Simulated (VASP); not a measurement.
An input for Quantum ESPRESSO's pw.x (written as the equivalent of a VASP run, and not itself run):

```
&CONTROL
  calculation = 'vc-relax'
  pseudo_dir = './pseudo'
  outdir = './out'
  tprnfor = .true.
  tstress = .true.
  nstep = 60
  forc_conv_thr = 0.00078
/
&SYSTEM
  ibrav = 0
  nat = 3
  ntyp = 2
  ecutwfc = 68
  occupations = 'smearing'
  smearing = 'gaussian'
  degauss = 0.003675
  input_dft = 'pbe'
/
&ELECTRONS
  conv_thr = 7.3e-08
  electron_maxstep = 100
/
&IONS
/
&CELL
/
ATOMIC_SPECIES
  Sr 87.620 Sr.upf
  Cl 35.450 Cl.upf
CELL_PARAMETERS angstrom
    -0.0000000    3.5201566    3.5201566
     3.5201566    0.0000000    3.5201566
     3.5201566    3.5201566    0.0000000
ATOMIC_POSITIONS crystal
  Sr   1.0000000  0.0000000  0.0000000
  Cl   0.2500000  0.2500000  0.2500000
  Cl   0.7500000  0.7500000  0.7500000
K_POINTS automatic
  5 5 5 0 0 0
```

Write the VASP files for the same calculation (PBE).

This is not unique; one that fits is 
### INCAR
```
LMAXMIX = 4   ! l cut-off of mixed one-centre charges
ALGO = Normal   ! blocked Davidson
SIGMA = 0.05
NELM = 100
ENCUT = 520
GGA = PE   ! PBE
IBRION = 2   ! conjugate gradients
LCHARG = .False.
PREC = Accurate
EDIFF = 1E-6   ! SCF stop (eV)
NSW = 60   ! most ionic steps
ISMEAR = 0
LWAVE = .False.
EDIFFG = -0.02   ! ionic stop
LASPH = .True.   ! aspherical one-centre terms
SYSTEM = SrCl2
LREAL = .False.   ! projection in real space or not
ISIF = 3
```

**POSCAR**
```
SrCl2
1
   -0.0000000000     3.5201566424     3.5201566424
    3.5201566424     0.0000000000     3.5201566424
    3.5201566424     3.5201566424     0.0000000000
Sr Cl
1 2
Direct
  1.0000000000   0.0000000000   0.0000000000
  0.2500000000   0.2500000000   0.2500000000
  0.7500000000   0.7500000000   0.7500000000
```

KPOINTS:
```
Automatic mesh
0
gamma
  5 5 5
```

POTCAR, in this order: Sr_sv Cl (PBE.64 set). Program: vasp_std.

Limits of the translation: the potentials are each code's own (VASP's PAW set, PseudoDojo norm-conserving files in pw.x), so ENCUT and ecutwfc are chosen apart and not converted; conv_thr bounds pw.x's estimated SCF error, while EDIFF bounds the energy change between steps; forc_conv_thr acts on force components and is met together with etot_conv_thr.

The compound is SrCl2 in the fluorite structure. It was relaxed first. The start is the result of an earlier pass.
